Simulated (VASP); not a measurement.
# VRu: U from linear response, part 2 of 4

Wanted: U by linear response. The start is a cell from a database of measured crystal structures.

VASP 6.6.1, plane waves and PAW; the level of theory is named at each step.

Still holding for the runs below: The k-mesh is coarse for a metal.

So far: Set-up; Ground state.

### Step 3. Shifted potential, frozen density, alpha -0.2

This step: PBEsol, with a shift of one shell's potential, spin-polarised from an antiferromagnetic start; plane waves and PAW (V, V, Ru) (VASP 6.6.1).

With the density held, the shell's charge shows the bare response.

INCAR reads:

```
SYSTEM = VRu
PREC = Accurate
ENCUT = 350
EDIFF = 1E-06
NELM = 150
ISMEAR = 1
SIGMA = 0.05
LREAL = .FALSE.
ALGO = Normal
GGA = PS
NBANDS = 100
ISPIN = 2
MAGMOM = 2 -2 2 -2 2 -2 2 -2 0 0 0 0 0 0 0 0
LASPH = .TRUE.
LMAXMIX = 4
LORBIT = 11
LWAVE = .FALSE.
LCHARG = .FALSE.
KPAR = 2
NCORE = 2
AMIX = 0.2
BMIX = 1E-04
AMIX_MAG = 0.8
BMIX_MAG = 1E-04
LDAU = .TRUE.
LDAUTYPE = 3
LDAUL = 2 -1 -1
LDAUU = -0.2 0 0
LDAUJ = -0.2 0 0
ICHARG = 11
```

POSCAR reads:

```
VRu
1.0
    5.9800000000      0.0000000000      0.0000000000
    0.0000000000      5.9800000000      0.0000000000
    0.0000000000      0.0000000000      5.9800000000
V V Ru
1 7 8
Direct
    0.2500000000      0.2500000000      0.2500000000
    0.2500000000      0.2500000000      0.7500000000
    0.2500000000      0.7500000000      0.2500000000
    0.2500000000      0.7500000000      0.7500000000
    0.7500000000      0.2500000000      0.2500000000
    0.7500000000      0.2500000000      0.7500000000
    0.7500000000      0.7500000000      0.2500000000
    0.7500000000      0.7500000000      0.7500000000
    0.0000000000      0.0000000000      0.0000000000
    0.0000000000      0.0000000000      0.5000000000
    0.0000000000      0.5000000000      0.0000000000
    0.0000000000      0.5000000000      0.5000000000
    0.5000000000      0.0000000000      0.0000000000
    0.5000000000      0.0000000000      0.5000000000
    0.5000000000      0.5000000000      0.0000000000
    0.5000000000      0.5000000000      0.5000000000
```

KPOINTS reads:

```
Automatic mesh
0
Gamma
3 3 3
0 0 0
```

PAW data sets: V, V and Ru (PBE family, release 64).

The run starts from files that an earlier step left in the folder.

The run is started by

```bash
mpirun -np 4 vasp_std
```

Log:

```text
[banner, memory and clock lines left out]
running    4 mpi-ranks, on    1 nodes
 distrk:  each k-point on    2 cores,    2 groups
 distr:  one band on    2 cores,    1 groups

 POSCAR found type information on POSCAR V V Ru
 POSCAR found :  3 types and      16 ions
 [... a notice as in an earlier step ...]

 LDA part: xc-table for (Slater+PW92), standard interpolation
 found WAVECAR, reading the header
 WARNING: stress and forces are not correct
 POSCAR, INCAR and KPOINTS ok, starting setup
 FFT: planning ... GRIDC
 FFT: planning ... GRID_SOFT
 FFT: planning ... GRID
 reading WAVECAR
 the WAVECAR file was read successfully
 charge density read from file: CHGCAR, VRu
magnetization read from file: component  1
 entering main loop
       N       E                     dE             d eps       ncg     rms          rms(c)
DAV:   1    -0.160941184207E+03   -0.16094E+03   -0.50300E-02  4248   0.840E-01
DAV:   2    -0.160941468969E+03   -0.28476E-03   -0.28476E-03  2512   0.197E-01
DAV:   3    -0.160941472433E+03   -0.34637E-05   -0.34644E-05  3364   0.167E-02
DAV:   4    -0.160941472494E+03   -0.60948E-07   -0.59693E-07  1632   0.215E-03
   1 F= -.16094147E+03 E0= -.16094042E+03  d E =-.315131E-02  mag=    -0.0001
```

Elapsed: 12 s, on 4 MPI ranks of Intel Xeon Platinum 8488C (Sapphire Rapids), shared host; peak memory 0.8 GiB; 47 s of CPU time.

Parts of OUTCAR (step 3):

```text
 Found      6 irreducible k-points:

   NELECT =     104.0000    total number of electrons

 E-fermi :  10.0685

 spin component 1
 k-point     1 :       0.0000    0.0000    0.0000
  band No.  band energies     occupation
    ...
     47       9.6717      1.00000
     48       9.6717      1.00000
     49       9.7139      1.00000
     50       9.7139      1.00000
     51       9.7154      1.00000
     52      10.2103     -0.00023
     53      10.2103     -0.00023
     54      10.2103     -0.00023
     55      10.3011     -0.00000
     56      10.3011     -0.00000
    ...

 k-point     2 :       0.3333    0.0000    0.0000
  band No.  band energies     occupation
    ...
     49       9.4341      1.00000
     50       9.6130      1.00000
     51       9.6130      1.00000
     52       9.8779      1.00000
     53       9.8780      1.00000
     54      10.1967     -0.00087
     55      10.1968     -0.00086
     56      10.2128     -0.00018
     57      10.2328     -0.00002
     58      10.2438     -0.00000
    ...

 k-point     3 :       0.0000    0.0000    0.3333
  band No.  band energies     occupation
    ...
     49       9.4341      1.00000
     50       9.6130      1.00000
     51       9.6130      1.00000
     52       9.8780      1.00000
     53       9.8780      1.00000
     54      10.1967     -0.00087
     55      10.1967     -0.00087
     56      10.2128     -0.00018
     57      10.2328     -0.00002
     58      10.2439     -0.00000
    ...

 k-point     4 :       0.3333    0.3333    0.0000
  band No.  band energies     occupation
    ...
     51       9.8563      1.00000
     52       9.9778      1.01384
     53      10.0214      1.01820
     54      10.0563      0.70061
     55      10.0647      0.56527
     56      10.3039     -0.00000
     57      10.3187     -0.00000
     58      10.3192     -0.00000
     59      10.3947     -0.00000
     60      10.4240     -0.00000
    ...

  Total       -9.4647117     -9.4647117     -9.4647210      0.0000000     -0.0000000     -0.0000000
  in kB      -70.9111325    -70.9111325    -70.9112019      0.0000000     -0.0000000     -0.0000000
  external PRESSURE =     -70.9111556 kB  Pullay stress =       0.0000000 kB

 POSITION                                       TOTAL-FORCE (eV/Angst)
 -----------------------------------------------------------------------------------
      1.49500      1.49500      1.49500        -0.000000     -0.000000      0.000000
      1.49500      1.49500      4.48500        -0.000000     -0.000000      0.000000
      1.49500      4.48500      1.49500        -0.000000     -0.000000     -0.000000
      1.49500      4.48500      4.48500        -0.000000     -0.000000      0.000000
      4.48500      1.49500      1.49500        -0.000000     -0.000000      0.000000
      4.48500      1.49500      4.48500        -0.000000     -0.000000      0.000000
      4.48500      4.48500      1.49500        -0.000000     -0.000000      0.000000
      4.48500      4.48500      4.48500        -0.000000     -0.000000      0.000000
      0.00000      0.00000      0.00000        -0.078999     -0.078999     -0.079006
      0.00000      0.00000      2.99000        -0.078999     -0.078999      0.079006
      0.00000      2.99000      0.00000        -0.078999      0.078999     -0.079006
      0.00000      2.99000      2.99000        -0.078999      0.078999      0.079006
      2.99000      0.00000      0.00000         0.078999     -0.078999     -0.079006
      2.99000      0.00000      2.99000         0.078999     -0.078999      0.079006
      2.99000      2.99000      0.00000         0.078999      0.078999     -0.079006
      2.99000      2.99000      2.99000         0.078999      0.078999      0.079006
 -----------------------------------------------------------------------------------
    total drift:                                0.000000      0.000000      0.000000

  FREE ENERGIE OF THE ION-ELECTRON SYSTEM (eV)
  ---------------------------------------------------
  free  energy   TOTEN  =      -160.9414724939 eV

  energy  without entropy=     -160.9383211847  energy(sigma->0) =     -160.94042206

 total charge
# of ion       s       p       d       tot
------------------------------------------
    1        0.576   0.769   3.152   4.496
    2        0.577   0.769   3.498   4.843
    3        0.577   0.769   3.498   4.843
    4        0.575   0.769   3.523   4.867
    5        0.577   0.769   3.498   4.843
    6        0.575   0.769   3.523   4.867
    7        0.575   0.769   3.522   4.867
    8        0.573   0.768   3.488   4.829
    9        0.640   0.781   6.647   8.068
   10        0.640   0.781   6.647   8.068
   11        0.640   0.781   6.647   8.068
   12        0.640   0.781   6.647   8.068
   13        0.640   0.781   6.647   8.068
   14        0.640   0.781   6.647   8.068
   15        0.640   0.781   6.647   8.068
   16        0.640   0.781   6.647   8.068
--------------------------------------------------
tot          9.725  12.397  80.876 102.998

 magnetization (x)
# of ion       s       p       d       tot
------------------------------------------
    1        0.000   0.000   0.003   0.003
    2       -0.000  -0.000  -0.004  -0.004
    3        0.000   0.000   0.001   0.001
    4        0.000   0.000   0.001   0.001
    5        0.000   0.000   0.001   0.001
    6        0.000   0.000   0.001   0.001
    7       -0.000  -0.000  -0.003  -0.003
    8        0.000   0.000   0.002   0.002
    9        0.000   0.000   0.000   0.000
   10        0.000   0.000   0.000   0.000
   11        0.000   0.000   0.000   0.000
   12        0.000   0.000   0.000   0.000
   13        0.000   0.000   0.000   0.000
   14        0.000   0.000   0.000   0.000
   15        0.000   0.000   0.000   0.000
   16        0.000   0.000   0.000   0.000
--------------------------------------------------
tot          0.000   0.000   0.003   0.004

[... 9 parts as in an earlier step ...]

[... 9 further parts left out ...]
```

Numbers from this step:

```yaml
electronic_cycles: 4
free_energy_toten: -160.9415 eV
energy_at_zero_smearing: -160.9404 eV
fermi_energy: 10.07 eV
```

Energy at zero smearing: -160.94042 eV.

### Step 4. Shifted potential, relaxed density, alpha -0.2

With self-consistency the other electrons screen the shift.

INCAR, as its differences from that of step 3:

```diff
@@ -29,2 +29 @@
 LDAUJ = -0.2 0 0
-ICHARG = 11
```

POSCAR is that of step 3.

KPOINTS is that of step 3.

The run is started by

```bash
mpirun -np 4 vasp_std
```

Log:

```text
[banner, memory and clock lines left out]
running    4 mpi-ranks, on    1 nodes
 distrk:  each k-point on    2 cores,    2 groups
 distr:  one band on    2 cores,    1 groups

 POSCAR found type information on POSCAR V V Ru
 POSCAR found :  3 types and      16 ions
 [... a notice as in an earlier step ...]

 LDA part: xc-table for (Slater+PW92), standard interpolation
 found WAVECAR, reading the header
 POSCAR, INCAR and KPOINTS ok, starting setup
 FFT: planning ... GRIDC
 FFT: planning ... GRID_SOFT
 FFT: planning ... GRID
 reading WAVECAR
 the WAVECAR file was read successfully
 initial charge from wavefunction
 entering main loop
       N       E                     dE             d eps       ncg     rms          rms(c)
DAV:   1    -0.160941245552E+03   -0.16094E+03   -0.50515E-02  4248   0.841E-01    0.171E+00
DAV:   2    -0.161417863374E+03   -0.47662E+00   -0.90118E-01  3584   0.626E+00    0.922E+00
DAV:   3    -0.160918871338E+03    0.49899E+00   -0.22921E+00  3476   0.662E+00    0.877E-01
DAV:   4    -0.160915029275E+03    0.38421E-02   -0.19218E-02  3552   0.854E-01    0.539E-01
DAV:   5    -0.160913763485E+03    0.12658E-02   -0.15165E-03  3224   0.314E-01    0.364E-01
DAV:   6    -0.160913469385E+03    0.29410E-03   -0.17253E-04  2848   0.101E-01    0.311E-01
DAV:   7    -0.160913343940E+03    0.12544E-03   -0.77431E-05  3188   0.866E-02    0.265E-01
DAV:   8    -0.160913134737E+03    0.20920E-03   -0.41491E-04  4188   0.131E-01    0.748E-02
DAV:   9    -0.160913213437E+03   -0.78699E-04   -0.17349E-04  3880   0.856E-02    0.100E-01
DAV:  10    -0.160913186980E+03    0.26457E-04   -0.94089E-05  3632   0.677E-02    0.790E-02
DAV:  11    -0.160913135100E+03    0.51880E-04   -0.98082E-06  3512   0.286E-02    0.520E-02
DAV:  12    -0.160913126531E+03    0.85686E-05   -0.55247E-06  3168   0.281E-02    0.468E-02
DAV:  13    -0.160913112982E+03    0.13549E-04   -0.15132E-05  3636   0.254E-02    0.282E-02
DAV:  14    -0.160913109953E+03    0.30287E-05   -0.71696E-06  2644   0.160E-02    0.730E-03
DAV:  15    -0.160913110505E+03   -0.55223E-06   -0.88630E-07  1460   0.544E-03
   1 F= -.16091311E+03 E0= -.16091169E+03  d E =-.425579E-02  mag=    -0.0009
```

It took 40 s on 4 MPI ranks; peak memory 0.93 GiB; 2.6 min of CPU time.

OUTCAR, selected parts (step 4):

```text
 Found      6 irreducible k-points:

   NELECT =     104.0000    total number of electrons

 E-fermi :  10.0557

 spin component 1
 k-point     1 :       0.0000    0.0000    0.0000
  band No.  band energies     occupation
    ...
     47       9.6826      1.00000
     48       9.6826      1.00000
     49       9.6832      1.00000
     50       9.6832      1.00000
     51       9.6859      1.00000
     52      10.2189     -0.00002
     53      10.2189     -0.00002
     54      10.2189     -0.00002
     55      10.3098     -0.00000
     56      10.3098     -0.00000
    ...

 k-point     2 :       0.3333    0.0000    0.0000
  band No.  band energies     occupation
    ...
     49       9.4296      1.00000
     50       9.6106      1.00000
     51       9.6107      1.00000
     52       9.8721      1.00000
     53       9.8722      1.00000
     54      10.2007     -0.00016
     55      10.2007     -0.00016
     56      10.2082     -0.00007
     57      10.2281     -0.00001
     58      10.2282     -0.00001
    ...

 k-point     3 :       0.0000    0.0000    0.3333
  band No.  band energies     occupation
    ...
     49       9.4296      1.00000
     50       9.6106      1.00000
     51       9.6106      1.00000
     52       9.8721      1.00000
     53       9.8721      1.00000
     54      10.2006     -0.00016
     55      10.2006     -0.00016
     56      10.2082     -0.00007
     57      10.2281     -0.00001
     58      10.2281     -0.00001
    ...

 k-point     4 :       0.3333    0.3333    0.0000
  band No.  band energies     occupation
    ...
     51       9.8512      1.00000
     52       9.9770      1.02423
     53      10.0302      0.87599
     54      10.0339      0.83310
     55      10.0511      0.57899
     56      10.3105     -0.00000
     57      10.3119     -0.00000
     58      10.3146     -0.00000
     59      10.4044     -0.00000
     60      10.4085     -0.00000
    ...

  Total      -10.6147069    -10.6147069    -10.6157177     -0.0000000      0.0000000     -0.0000000
  in kB      -79.5270804    -79.5270804    -79.5346532     -0.0000000      0.0000000     -0.0000000
  external PRESSURE =     -79.5296047 kB  Pullay stress =       0.0000000 kB

 POSITION                                       TOTAL-FORCE (eV/Angst)
 -----------------------------------------------------------------------------------
      1.49500      1.49500      1.49500        -0.000000      0.000000     -0.000000
      1.49500      1.49500      4.48500        -0.000000      0.000000     -0.000000
      1.49500      4.48500      1.49500        -0.000000     -0.000000     -0.000000
      1.49500      4.48500      4.48500        -0.000000      0.000000     -0.000000
      4.48500      1.49500      1.49500        -0.000000      0.000000     -0.000000
      4.48500      1.49500      4.48500        -0.000000     -0.000000     -0.000000
      4.48500      4.48500      1.49500        -0.000000      0.000000     -0.000000
      4.48500      4.48500      4.48500        -0.000000     -0.000000     -0.000000
      0.00000      0.00000      0.00000        -0.018613     -0.018613     -0.018595
      0.00000      0.00000      2.99000        -0.018613     -0.018613      0.018595
      0.00000      2.99000      0.00000        -0.018613      0.018613     -0.018595
      0.00000      2.99000      2.99000        -0.018613      0.018613      0.018595
      2.99000      0.00000      0.00000         0.018613     -0.018613     -0.018595
      2.99000      0.00000      2.99000         0.018613     -0.018613      0.018595
      2.99000      2.99000      0.00000         0.018613      0.018613     -0.018595
      2.99000      2.99000      2.99000         0.018613      0.018613      0.018595
 -----------------------------------------------------------------------------------
    total drift:                                0.000000      0.000000      0.000000

  FREE ENERGIE OF THE ION-ELECTRON SYSTEM (eV)
  ---------------------------------------------------
  free  energy   TOTEN  =      -160.9131105054 eV

  energy  without entropy=     -160.9088547149  energy(sigma->0) =     -160.91169191

 total charge
# of ion       s       p       d       tot
------------------------------------------
    1        0.579   0.776   3.433   4.789
    2        0.576   0.769   3.479   4.823
    3        0.576   0.769   3.479   4.823
    4        0.576   0.768   3.478   4.822
    5        0.576   0.769   3.479   4.823
    6        0.576   0.768   3.478   4.822
    7        0.576   0.768   3.479   4.822
    8        0.575   0.768   3.478   4.822
    9        0.640   0.781   6.635   8.056
   10        0.640   0.781   6.635   8.056
   11        0.640   0.781   6.635   8.056
   12        0.640   0.781   6.635   8.056
   13        0.640   0.781   6.635   8.056
   14        0.640   0.781   6.635   8.056
   15        0.640   0.781   6.635   8.056
   16        0.640   0.781   6.635   8.056
--------------------------------------------------
tot          9.729  12.399  80.868 102.996

 magnetization (x)
# of ion       s       p       d       tot
------------------------------------------
    1        0.000   0.000   0.005   0.005
    2       -0.000  -0.000  -0.007  -0.007
    3        0.000   0.000   0.001   0.001
    4        0.000   0.000   0.001   0.001
    5        0.000   0.000   0.001   0.001
    6        0.000   0.000   0.001   0.001
    7       -0.000  -0.000  -0.007  -0.007
    8        0.000   0.000   0.004   0.004
    9        0.000  -0.000   0.000  -0.000
   10        0.000  -0.000   0.000  -0.000
   11        0.000  -0.000   0.000  -0.000
   12        0.000  -0.000   0.000  -0.000
   13        0.000  -0.000   0.000  -0.000
   14        0.000  -0.000   0.000  -0.000
   15        0.000  -0.000   0.000  -0.000
   16        0.000  -0.000   0.000  -0.000
--------------------------------------------------
tot          0.000  -0.000  -0.001  -0.001

[... 9 parts as in an earlier step ...]

[... 9 further parts left out ...]
```

Numbers from this step:

| Property | Result |
| --- | --- |
| electronic cycles | 15 |
| free energy (TOTEN) | -160.9131 eV |
| energy at zero smearing | -160.9117 eV |
| Fermi energy | 10.06 eV |
| moment of the cell, from the last line of the log | 0 μB |

Energy at zero smearing: -160.91169 eV.

The run ends at a pressure of -7.95 GPa, with forces up to 0.032 eV/Å.

(Continued in part 3 of 4.)

[Lines on the potential files, build, host, timing and source positions are cut from VASP's logs without a mark.]

[Logs are printed without paths, hosts, clocks, repeated set-up lines and the standing remarks that a program may print on its own settings, such as how far it seeks lower states.]

[Hosts, paths, dates, database ids (printed as entryN), source tags and the programs' standing remarks are cut or masked in the printed files.]

[In band tables of VASP the shares of atoms and orbitals are scaled to a sum of 1 inside the atoms' spheres.]

[Runs that stopped without an error message from VASP are left out.]
